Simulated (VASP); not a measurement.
```yaml
crystal:
  lattice:
    - [3.92642, 0.00000, 0.00000]
    - [0.00000, 3.92642, 0.00000]
    - [0.00000, 0.00000, 3.92642]
  atoms:
    - { symbol: K, position: [0.00000, 0.00000, 0.00000] }
    - { symbol: Ta, position: [0.50000, 0.50000, 0.50000] }
    - { symbol: O, position: [0.50000, 0.00000, 0.50000] }
    - { symbol: O, position: [0.00000, 0.50000, 0.50000] }
    - { symbol: O, position: [0.50000, 0.50000, 0.00000] }
```

The numbers are results of PBE GGA with D3 dispersion (Becke-Johnson damping), VASP's PBE PAW potentials (set 64) (plane waves; VASP 6.6.1), not measurements. Settings: 520 eV cut-off, 6×6×6 Γ-centred mesh, Gaussian smearing of 0.050 eV, potentials K_sv Ta_pv O.

Problem. Give the stress tensor in GPa (positive for a compressed cell).

Solution. 
```
13.88   0.00   0.00
 0.00  13.88   0.00
 0.00   0.00  13.88
```
The pressure is its mean diagonal, 13.88 GPa.

The compound is KTaO3 in the cubic perovskite structure. This cell is one point of a volume scan, at 0.94 of the reference volume.
